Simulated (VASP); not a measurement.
```yaml
crystal:
  lattice:
    - [0.00000, 2.69663, 2.69663]
    - [2.69663, 0.00000, 2.69663]
    - [2.69663, 2.69663, 0.00000]
  atoms:
    - { symbol: Mg, position: [0.00000, 0.00000, 0.00000] }
    - { symbol: Se, position: [0.50000, 0.50000, 0.50000] }
```

All values below come from PBEsol GGA, VASP's PBE PAW potentials (set 64) (plane waves; VASP). Settings: 520 eV cut-off, 8×8×8 Γ-centred mesh, Gaussian smearing of 0.050 eV, potentials Mg Se.

Q: Give the stress tensor in GPa (positive for a compressed cell).

A: 
```
2.12  0.00  0.00
0.00  2.12  0.00
0.00  0.00  2.12
```
The pressure is its mean diagonal, 2.12 GPa.

The compound is MgSe in the rock salt structure. This cell is one point of a volume scan, at 0.97 of the reference volume.
